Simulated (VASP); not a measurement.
# ZnS with optB86b-vdW: from relaxation to properties, part 2 of 4

What structure and properties does optB86b-vdW give ZnS, and how near are they to the measured ones? The start is a cell from a database of measured crystal structures.

VASP 6.6.1; optB86b-vdW; plane waves and PAW (Zn, S).

So far, gap on the k-mesh (eV): step 2 (relaxing cell and atoms (optB86b-vdW)) 2.06.

The database entry behind the starting cell differs from later determinations by our own check (about 0.1 % short), so it need not match the best structure at ambient conditions.

### Step 3. Single point with fields (optB86b-vdW)

The relaxed cell gets a fresh self-consistent run, on a basis set for its own volume, to fix the density and to check the remaining stress.

INCAR

```
SYSTEM = ZnS
PREC = Accurate
ENCUT = 400
EDIFF = 1E-06
NELM = 100
ISMEAR = 0
SIGMA = 0.05
LREAL = .FALSE.
ALGO = Normal
GGA = MK
AGGAC = 0
LUSE_VDW = .TRUE.
PARAM1 = 0.1234
PARAM2 = 1
LASPH = .TRUE.
NBANDS = 15
LORBIT = 11
LWAVE = .FALSE.
LCHARG = .TRUE.
ISIF = 2
LELF = .TRUE.
LVHAR = .TRUE.
```

POSCAR

```
ZnS
1.0
    0.0000000000      2.6995462427      2.6995462427
    2.6995462427      0.0000000000      2.6995462427
    2.6995462427      2.6995462427      0.0000000000
Zn S
1 1
Direct
    0.2500000000      0.2500000000      0.2500000000
    0.0000000000      0.0000000000      0.0000000000
```

KPOINTS

```
Automatic mesh
0
Gamma
7 7 7
0 0 0
```

PAW data sets: Zn and S (PBE family, release 64).

The run is started by

```sh
$ mpirun -np 2 vasp_std
```

The program printed:

```text
[banner, memory and clock lines left out]
running    2 mpi-ranks, on    1 nodes
 distrk:  each k-point on    2 cores,    1 groups
 distr:  one band on    1 cores,    2 groups

 POSCAR found type information on POSCAR ZnS
 POSCAR found :  2 types and       2 ions
 [... a notice as in an earlier step ...]

 [... a notice as in an earlier step ...]

 LDA part: xc-table for (Slater+PW92), standard interpolation
|                                                                             |
|           W    W    AA    RRRRR   N    N  II  N    N   GGGG   !!!           |
|           W    W   A  A   R    R  NN   N  II  NN   N  G    G  !!!           |
|           W    W  A    A  R    R  N N  N  II  N N  N  G       !!!           |
|           W WW W  AAAAAA  RRRRR   N  N N  II  N  N N  G  GGG   !            |
|           WW  WW  A    A  R   R   N   NN  II  N   NN  G    G                |
|           W    W  A    A  R    R  N    N  II  N    N   GGGG   !!!           |
|                                                                             |
|     The number of bands has been changed from the values supplied in        |
|     The orbitals not found in the WAVECAR file will be initialized with     |
|     random numbers, which is usually adequate. For correlated               |
|     calculations, however, you should redo the groundstate calculation.     |
|     I found NBANDS = 15. Now, NBANDS = 16.                                  |
|                                                                             |

 POSCAR, INCAR and KPOINTS ok, starting setup
 FFT: planning ... GRIDC
 FFT: planning ... GRID_SOFT
 FFT: planning ... GRID
 WAVECAR not read
 entering main loop
       N       E                     dE             d eps       ncg     rms          rms(c)
DAV:   1     0.781659481609E+02    0.78166E+02   -0.74359E+03   640   0.112E+03
DAV:   2     0.174569238624E+01   -0.76420E+02   -0.71502E+02   744   0.228E+02
DAV:   3    -0.274695636458E+01   -0.44926E+01   -0.44785E+01   792   0.550E+01
DAV:   4    -0.278852900132E+01   -0.41573E-01   -0.41564E-01   800   0.564E+00
DAV:   5    -0.278895627980E+01   -0.42728E-03   -0.42727E-03   800   0.529E-01    0.680E+00
DAV:   6    -0.240247464913E+01    0.38648E+00   -0.71743E-01   968   0.292E+01    0.528E+00
DAV:   7    -0.238548550451E+01    0.16989E-01   -0.22755E-01   776   0.432E+00    0.277E+00
DAV:   8    -0.238472399948E+01    0.76151E-03   -0.44566E-03   832   0.843E-01    0.707E-01
DAV:   9    -0.238481097889E+01   -0.86979E-04   -0.99085E-04   792   0.256E-01    0.854E-02
DAV:  10    -0.238491417882E+01   -0.10320E-03   -0.15844E-04   776   0.103E-01    0.374E-02
DAV:  11    -0.238490791832E+01    0.62605E-05   -0.20634E-05   744   0.442E-02    0.785E-03
DAV:  12    -0.238490816787E+01   -0.24955E-06   -0.20527E-06   776   0.127E-02
   1 F= -.23849082E+01 E0= -.23849082E+01  d E =-.617446E-14
```

Run time: 23 s. Hardware: 2 MPI ranks of AMD EPYC 7R43, shared host; peak memory 0.42 GiB; 44 s of CPU time.

From OUTCAR (step 3):

```text
  LATTYP: Found a face centered cubic cell.
 ALAT       =     5.3990924854

The static configuration has the point symmetry T_d .

 Found     20 irreducible k-points:

   k-points           NKPTS =     20   k-points in BZ     NKDIM =     20   number of bands    NBANDS=     16

   NELECT =      18.0000    total number of electrons

 E-fermi :   2.2955

 k-point     1 :       0.0000    0.0000    0.0000
  band No.  band energies     occupation
    ...
      5      -3.8670      2.00000
      6      -3.8670      2.00000
      7       2.0485      2.00000
      8       2.0485      2.00000
      9       2.0485      2.00000
     10       4.1066      0.00000
     11       8.4154      0.00000
     12       8.4154      0.00000
     13       8.4154      0.00000
     14      13.8229      0.00000
    ...

 k-point     2 :       0.1429    0.0000    0.0000
  band No.  band energies     occupation
    ...
      5      -3.8688      2.00000
      6      -3.8688      2.00000
      7       0.6749      2.00000
      8       1.8595      2.00000
      9       1.8595      2.00000
     10       5.0719      0.00000
     11       8.3380      0.00000
     12       8.7328      0.00000
     13       8.7328      0.00000
     14      13.1182      0.00000
    ...

Total vdW correction in eV:      3.4162664

  Total        0.0131157      0.0131157      0.0131157     -0.0000000      0.0000000      0.0000000
  in kB        0.5340710      0.5340710      0.5340710     -0.0000000      0.0000000      0.0000000
  external PRESSURE =       0.5340710 kB  Pullay stress =       0.0000000 kB

  energy-cutoff  :      400.00
  volume of cell :       39.35
      direct lattice vectors                 reciprocal lattice vectors
     0.000000000  2.699546243  2.699546243    -0.185216312  0.185216312  0.185216312
     2.699546243  0.000000000  2.699546243     0.185216312 -0.185216312  0.185216312
     2.699546243  2.699546243  0.000000000     0.185216312  0.185216312 -0.185216312

 POSITION                                       TOTAL-FORCE (eV/Angst)
 -----------------------------------------------------------------------------------
      1.34977      1.34977      1.34977        -0.000000     -0.000000     -0.000000
      0.00000      0.00000      0.00000         0.000000      0.000000      0.000000
 -----------------------------------------------------------------------------------
    total drift:                               -0.000000     -0.000000     -0.000000

  FREE ENERGIE OF THE ION-ELECTRON SYSTEM (eV)
  ---------------------------------------------------
  free  energy   TOTEN  =        -2.3849081679 eV

  energy  without entropy=       -2.3849081679  energy(sigma->0) =       -2.38490817

Total vdW correction in eV:      3.4162934

[... 6 parts as in an earlier step ...]

[... 5 further parts left out ...]
```

This step gave:

| Property | Result |
| --- | --- |
| SCF cycles | 12 |
| bands | 16 |
| Fermi energy | 2.296 eV |
| pressure | 0.05341 GPa |
| gap on the k-mesh | 2.058 eV |
| least direct gap on the k-mesh | 2.058 eV |

Valence electrons inside each PAW sphere by angular momentum. Sphere charges, by row:

| atom | s (e) | p (e) | d (e) | tot (e) |
| --- | --- | --- | --- | --- |
| Zn1 | 0.525 | 0.481 | 9.801 | 10.81 |
| S2 | 1.318 | 2.43 | 0 | 3.748 |

ELF in the ac plane of a cell with a along [110], b along [-110] and c along [001] of the cube at fractional y = 0.000, with atoms of Zn and S within 0.2 Å of it. It is the smooth field of the valence electrons, not physical close to the nuclei.

Values, 8 rows by 16 columns, each cell a mean:
```
0.69 0.85 0.56 0.21 0.18 0.39 0.81 0.76 0.69 0.85 0.56 0.21 0.18 0.39 0.81 0.76
0.71 0.52 0.22 0.05 0.03 0.15 0.40 0.69 0.71 0.52 0.22 0.05 0.03 0.15 0.40 0.69
0.17 0.16 0.19 0.09 0.07 0.17 0.17 0.16 0.17 0.16 0.19 0.09 0.07 0.17 0.17 0.16
0.02 0.06 0.13 0.16 0.17 0.14 0.08 0.03 0.02 0.06 0.13 0.16 0.17 0.14 0.08 0.03
0.02 0.02 0.04 0.06 0.07 0.05 0.02 0.02 0.02 0.02 0.04 0.06 0.07 0.05 0.02 0.02
0.28 0.17 0.05 0.02 0.01 0.03 0.12 0.25 0.28 0.17 0.05 0.02 0.01 0.03 0.12 0.25
0.78 0.67 0.35 0.07 0.03 0.23 0.58 0.76 0.78 0.67 0.35 0.07 0.03 0.23 0.58 0.76
0.55 0.79 0.67 0.22 0.14 0.52 0.79 0.64 0.55 0.79 0.67 0.22 0.14 0.52 0.79 0.64
```
Columns run along a (7.6 Å), rows up along c (5.4 Å), edges of the conventional cell, whose origin can differ from the input's. Atoms in or near the plane, at fractional coordinates: Zn at (0.75, 0.75), Zn at (0.25, 0.75), S at (0.50, 0.00), S at (0.00, 0.00).

Electrostatic potential energy in the ac plane of a cell with a along [110], b along [-110] and c along [001] of the cube at fractional y = 0.000, with atoms of Zn and S within 0.2 Å of it. With pseudopotentials it is smooth inside the atoms' cores, unlike the true potential.

Ten even steps from '0' (-74 eV) to '9' (5 eV), each cell a mean:
```
027999997100589999840
468888888645888888885
999888889999988888899
999888889999988888899
999888889999988888899
999988899999998888999
999999999999999999999
999999999999999999999
999999999999999999999
999999999999999999999
999999999999999999999
789999999878999999998
148999998412699999962
017999996100489999830
```
Columns run along a (7.6 Å; values clipped at the 3rd and 97th percentile), rows up along c (5.4 Å), edges of the conventional cell, whose origin can differ from the input's. Atoms in or near the plane, at fractional coordinates: Zn at (0.75, 0.75), Zn at (0.25, 0.75), S at (0.50, 0.00), S at (0.00, 0.00).

Valence density in the ac plane of a cell with a along [110], b along [-110] and c along [001] of the cube at fractional y = 0.000, with atoms of Zn and S within 0.2 Å of it. It is the smooth field of the valence electrons, not physical close to the nuclei.

Values in e/Å³, 8 rows by 16 columns, each cell a mean:
```
 1  1  0  1  1  0  1  1  1  1  0  1  1  0  1  1
 0  0  1  8 11  2  0  0  0  0  1  8 11  2  0  0
 0  0  1  5  7  2  0  0  0  0  1  5  7  2  0  0
 0  0  0  0  0  0  0  0  0  0  0  0  0  0  0  0
 0  0  0  0  0  0  0  0  0  0  0  0  0  0  0  0
 0  0  0  0  0  0  0  0  0  0  0  0  0  0  0  0
 1  0  0  0  0  0  0  1  1  0  0  0  0  0  0  1
 1  1  0  0  0  0  1  1  1  1  0  0  0  0  1  1
```
Columns run along a (7.6 Å), rows up along c (5.4 Å), edges of the conventional cell, whose origin can differ from the input's. Atoms in or near the plane, at fractional coordinates: Zn at (0.75, 0.75), Zn at (0.25, 0.75), S at (0.50, 0.00), S at (0.00, 0.00).

In this run the pressure is 0.05 GPa, small enough to go on.

### Step 4. Band structure (optB86b-vdW)

The mesh alone shows little of the dispersion and can miss band extrema, so KPOINTS_OPT adds a path through the symmetry points after the self-consistent cycle.

INCAR: that of step 3 with these lines changed.

```diff
@@ -15,8 +15,6 @@
 LASPH = .TRUE.
-NBANDS = 15
+NBANDS = 21
 LORBIT = 11
 LWAVE = .FALSE.
-LCHARG = .TRUE.
-ISIF = 2
-LELF = .TRUE.
-LVHAR = .TRUE.
+LCHARG = .FALSE.
+KPAR = 2
```

POSCAR is that of step 3.

KPOINTS is that of step 3.

KPOINTS_OPT

```
Line mode
16
Line-mode
Reciprocal
  0.00000000   0.00000000   0.00000000 GAMMA
  0.50000000   0.00000000   0.50000000 X

  0.50000000   0.00000000   0.50000000 X
  0.50000000   0.25000000   0.75000000 W

  0.50000000   0.25000000   0.75000000 W
  0.37500000   0.37500000   0.75000000 K

  0.37500000   0.37500000   0.75000000 K
  0.00000000   0.00000000   0.00000000 GAMMA

  0.00000000   0.00000000   0.00000000 GAMMA
  0.50000000   0.50000000   0.50000000 L

  0.50000000   0.50000000   0.50000000 L
  0.62500000   0.25000000   0.62500000 U

  0.62500000   0.25000000   0.62500000 U
  0.50000000   0.25000000   0.75000000 W

  0.50000000   0.25000000   0.75000000 W
  0.50000000   0.50000000   0.50000000 L

  0.50000000   0.50000000   0.50000000 L
  0.37500000   0.37500000   0.75000000 K

  0.62500000   0.25000000   0.62500000 U
  0.50000000   0.00000000   0.50000000 X
```

The run is started by

```sh
$ mpirun -np 2 vasp_std
```

The program printed:

```text
[banner, memory and clock lines left out]
running    2 mpi-ranks, on    1 nodes
 distrk:  each k-point on    1 cores,    2 groups
 distr:  one band on    1 cores,    1 groups

 POSCAR found type information on POSCAR ZnS
 POSCAR found :  2 types and       2 ions
 [... a notice as in an earlier step ...]

 [... a notice as in an earlier step ...]

 LDA part: xc-table for (Slater+PW92), standard interpolation
 POSCAR, INCAR and KPOINTS ok, starting setup
 FFT: planning ... GRIDC
 FFT: planning ... GRID_SOFT
 FFT: planning ... GRID
 WAVECAR not read
 entering main loop
       N       E                     dE             d eps       ncg     rms          rms(c)
DAV:   1     0.947058024995E+02    0.94706E+02   -0.68176E+03   848   0.856E+02
DAV:   2     0.427847951023E+01   -0.90427E+02   -0.81630E+02   884   0.211E+02
DAV:   3    -0.270863494191E+01   -0.69871E+01   -0.68970E+01   983   0.558E+01
DAV:   4    -0.278855131440E+01   -0.79916E-01   -0.79857E-01   970   0.592E+00
DAV:   5    -0.278896009659E+01   -0.40878E-03   -0.40877E-03   974   0.439E-01    0.680E+00
DAV:   6    -0.240625783760E+01    0.38270E+00   -0.46081E-01  1144   0.222E+01    0.528E+00
DAV:   7    -0.238565832485E+01    0.20600E-01   -0.15357E-01   970   0.316E+00    0.277E+00
DAV:   8    -0.238477932080E+01    0.87900E-03   -0.44223E-03  1123   0.974E-01    0.654E-01
DAV:   9    -0.238481024399E+01   -0.30923E-04   -0.12405E-03   920   0.249E-01    0.709E-02
DAV:  10    -0.238490982330E+01   -0.99579E-04   -0.18439E-04   935   0.818E-02    0.491E-02
DAV:  11    -0.238490820432E+01    0.16190E-05   -0.16851E-05   945   0.272E-02    0.134E-02
DAV:  12    -0.238490817835E+01    0.25971E-07   -0.21750E-06   988   0.830E-03
   1 F= -.23849082E+01 E0= -.23849082E+01  d E =-.347302E-21
 Start KPOINTS_OPT (optional k-point list driver)
k-point batch [1-20\160]
       N       E                     dE             ncg
DAV:   1     0.781126007067E+03   -0.67302E+04      848
DAV:   2    -0.106528435381E+04   -0.18464E+04      888
DAV:   3    -0.120762814918E+04   -0.14234E+03     1007
DAV:   4    -0.120904854065E+04   -0.14204E+01      968
DAV:   5    -0.120905549966E+04   -0.69590E-02      998
DAV:   6    -0.120905555644E+04   -0.56781E-04      966
DAV:   7    -0.120905555696E+04   -0.51311E-06      882
[...]
k-point batch [141-160\160]
       N       E                     dE             ncg
DAV:   1     0.635763147664E+03   -0.11257E+05      845
DAV:   2    -0.117558376424E+04   -0.18113E+04      872
DAV:   3    -0.131205258217E+04   -0.13647E+03     1084
DAV:   4    -0.131349017390E+04   -0.14376E+01      930
DAV:   5    -0.131349707908E+04   -0.69052E-02      988
DAV:   6    -0.131349713443E+04   -0.55352E-04     1059
DAV:   7    -0.131349713490E+04   -0.47360E-06      835
```

It took 67 s on 2 MPI ranks; peak memory 0.56 GiB; 2.2 min of CPU time.

From OUTCAR (step 4):

```text
The static configuration has the point symmetry T_d .

 Found     20 irreducible k-points:

   k-points           NKPTS =     20   k-points in BZ     NKDIM =     20   number of bands    NBANDS=     21

   NELECT =      18.0000    total number of electrons

 E-fermi :   2.3688

 k-point     1 :       0.0000    0.0000    0.0000
  band No.  band energies     occupation
    ...
      5      -3.8672      2.00000
      6      -3.8672      2.00000
      7       2.0482      2.00000
      8       2.0482      2.00000
      9       2.0482      2.00000
     10       4.1066      0.00000
     11       8.4154      0.00000
     12       8.4154      0.00000
     13       8.4154      0.00000
     14      13.8228      0.00000
    ...

 k-point     2 :       0.1429    0.0000    0.0000
  band No.  band energies     occupation
    ...
      5      -3.8690      2.00000
      6      -3.8690      2.00000
      7       0.6748      2.00000
      8       1.8593      2.00000
      9       1.8593      2.00000
     10       5.0719      0.00000
     11       8.3380      0.00000
     12       8.7328      0.00000
     13       8.7328      0.00000
     14      13.1182      0.00000
    ...

Total vdW correction in eV:      3.4163040

  Total        0.0237701      0.0237701      0.0237701     -0.0000000     -0.0000000     -0.0000000
  in kB        0.9679179      0.9679179      0.9679179     -0.0000000     -0.0000000     -0.0000000
  external PRESSURE =       0.9679179 kB  Pullay stress =       0.0000000 kB

  FREE ENERGIE OF THE ION-ELECTRON SYSTEM (eV)
  ---------------------------------------------------
  free  energy   TOTEN  =        -2.3849081784 eV

  energy  without entropy=       -2.3849081784  energy(sigma->0) =       -2.38490818

Total vdW correction in eV:      3.4163039

[... 9 parts as in an earlier step ...]

[... 5 further parts left out ...]
```

Numbers from this step:

```
bands                             : 21
Fermi energy                      : 2.369 eV
pressure                          : 0.09679 GPa
least gap on mesh and path        : 2.058 eV
least direct gap on mesh and path : 2.058 eV
```

Electronic bands along the path, in eV, zero at the valence-band top; v1 is the highest filled band, c1 the lowest empty one:

| point | v4 | v3 | v2 | v1 | c1 | c2 | c3 | c4 |
| --- | --- | --- | --- | --- | --- | --- | --- | --- |
| Γ | -5.92 | 0.00 | 0.00 | 0.00 | 2.06 | 6.37 | 6.37 | 6.37 |
| 0.53 of the way | -5.87 | -2.79 | -1.36 | -1.36 | 4.34 | 4.54 | 8.77 | 8.77 |
| X | -5.70 | -4.60 | -2.23 | -2.23 | 3.35 | 4.03 | 10.94 | 11.94 |
| 0.47 of the way | -5.61 | -4.61 | -2.48 | -2.47 | 4.13 | 4.73 | 9.79 | 10.08 |
| W | -5.51 | -4.62 | -2.77 | -2.74 | 5.66 | 6.01 | 7.83 | 8.21 |
| 0.47 of the way | -5.54 | -4.63 | -3.02 | -2.24 | 4.85 | 5.97 | 8.38 | 8.93 |
| K | -5.57 | -4.65 | -3.14 | -1.82 | 4.08 | 5.94 | 9.37 | 9.76 |
| 0.47 of the way | -5.88 | -3.32 | -1.89 | -0.57 | 4.55 | 6.54 | 6.94 | 7.39 |
| Γ | -5.92 | 0.00 | 0.00 | 0.00 | 2.06 | 6.37 | 6.37 | 6.37 |
| 0.53 of the way | -5.91 | -3.08 | -0.52 | -0.52 | 3.43 | 7.01 | 7.01 | 7.08 |
| L | -5.71 | -5.32 | -0.87 | -0.87 | 3.26 | 6.89 | 6.89 | 8.83 |
| 0.47 of the way | -5.66 | -5.04 | -2.05 | -1.21 | 4.33 | 6.21 | 7.78 | 8.71 |
| U | -5.57 | -4.65 | -3.14 | -1.82 | 4.08 | 5.94 | 9.37 | 9.76 |
| 0.47 of the way | -5.55 | -4.63 | -3.05 | -2.16 | 4.69 | 5.96 | 8.54 | 9.07 |
| W | -5.51 | -4.62 | -2.77 | -2.74 | 5.66 | 6.01 | 7.83 | 8.21 |
| 0.47 of the way | -5.63 | -4.87 | -2.48 | -1.55 | 4.94 | 5.89 | 7.79 | 9.15 |
| L | -5.71 | -5.32 | -0.87 | -0.87 | 3.26 | 6.89 | 6.89 | 8.83 |
| 0.53 of the way | -5.65 | -4.97 | -2.28 | -1.29 | 4.42 | 6.22 | 8.02 | 8.62 |
| K | -5.57 | -4.65 | -3.14 | -1.82 | 4.08 | 5.94 | 9.37 | 9.76 |
| jump to U | -5.57 | -4.65 | -3.14 | -1.82 | 4.08 | 5.94 | 9.37 | 9.76 |
| 0.47 of the way | -5.64 | -4.61 | -2.66 | -2.11 | 3.69 | 4.63 | 10.21 | 10.96 |
| X | -5.70 | -4.60 | -2.23 | -2.23 | 3.35 | 4.03 | 10.94 | 11.94 |

Of the projections kept (Zn, S), the largest for each band there; the rest of the weight can lie on other orbitals:

```csv
point,v4,v3,v2,v1,c1,c2,c3,c4
Γ,Zn 1.00,S 0.75,S 0.75,S 0.75,Zn 0.51,Zn 0.98,Zn 0.98,Zn 0.98
X,Zn 0.97,Zn 0.71,S 0.72,S 0.72,Zn 0.79,Zn 0.80,S 0.78,Zn 0.59
W,Zn 0.97,Zn 0.58,S 0.71,S 0.59,S 0.59,Zn 0.53,Zn 0.77,Zn 0.78
K,Zn 0.97,Zn 0.59,S 0.61,S 0.71,Zn 0.78,S 0.51,S 0.62,Zn 0.64
Γ,Zn 1.00,S 0.75,S 0.75,S 0.75,Zn 0.51,Zn 0.98,Zn 0.98,Zn 0.98
L,Zn 0.98,S 0.53,S 0.73,S 0.73,Zn 0.70,Zn 0.91,Zn 0.91,S 0.77
```

The path finds the gap of the mesh within 0.02 eV, so the mesh comes close to both band edges.

(Part 2 of 4 ends here.)

[Lines on the potential files, build, host, timing and source positions are cut from VASP's logs without a mark.]

[Logs are printed without paths, hosts, clocks, repeated set-up lines and the standing remarks that a program may print on its own settings, such as how far it seeks lower states.]

[Hosts, paths, dates, database ids (printed as entryN), source tags and the programs' standing remarks are cut or masked in the printed files.]

[A measured line is paired with the nearest computed mode of its activity, which favours agreement.]
